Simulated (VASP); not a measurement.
Write the native input for VASP 6.6.1 that does the following.

```yaml
Task: relaxation of cell and atoms
Functional: PBE
Potentials_or_basis: VASP PAW PBE potentials, release 64 (Li_sv, Bi_d, S_h)
Cutoff: 900 eV
k_mesh: 5 × 5 × 5
Occupations: fermi-dirac, width 0.05 eV
Spin: no spin polarisation
Further_INCAR_settings: ALGO = Normal; EDIFF = 1e-06; IBRION = 2; EDIFFG = -0.01; NSW = 40; ISIF = 3
```

The structure of LiBiS3 lies in POSCAR:

```
LiBiS3
1.0
    4.5614400000      0.0000000000      0.0000000000
    0.0000000000      4.5614400000      0.0000000000
    0.0000000000      0.0000000000      4.5614400000
Li Bi S
1 1 3
Direct
    0.5000000000      0.5000000000      0.5000000000
    0.0000000000      0.0000000000      0.0000000000
    0.5000000000      0.5000000000      0.0000000000
    0.0000000000      0.5000000000      0.5000000000
    0.5000000000      0.0000000000      0.5000000000
```

The cell was built by a generator and needn't be a form met in nature.

One way to write it, as run:

INCAR

```
SYSTEM = LiBiS3
  PREC = Accurate
  ENCUT = 900
  EDIFF = 1E-6
  ISMEAR = -1
  SIGMA = 0.05
  LREAL = .False.
  LASPH = .True.
  NELM = 60
  ALGO = Normal
  ISIF = 3
  LWAVE = .False.
  LCHARG = .False.
  GGA = PE
  IBRION = 2
  NSW = 40
  EDIFFG = -0.01
```

KPOINTS

```
regular mesh
0
Gamma
  5 5 5
  0 0 0
```

Potentials or basis: VASP PAW PBE potentials, release 64 (Li_sv, Bi_d, S_h).

Command:

```sh
$ cat potpaw_PBE.64/Li_sv/POTCAR potpaw_PBE.64/Bi_d/POTCAR potpaw_PBE.64/S_h/POTCAR > POTCAR
$ mpirun -np 1 vasp_std > vasp.out
```

Results of the run:

```json
{
 "Pressure after relaxing": "-0.1 GPa",
 "Band gap on the k mesh": "none (metal or under the smearing width)"
}
```

Caveat: the relaxation stopped at its first step, so nothing moved; spin-orbit coupling is left out, which moves the levels of the heavy elements.

Wall time 39 s on 1 thread of AMD EPYC 9R45 (Zen 5), with other jobs on the host, peak memory 0.3 GiB.
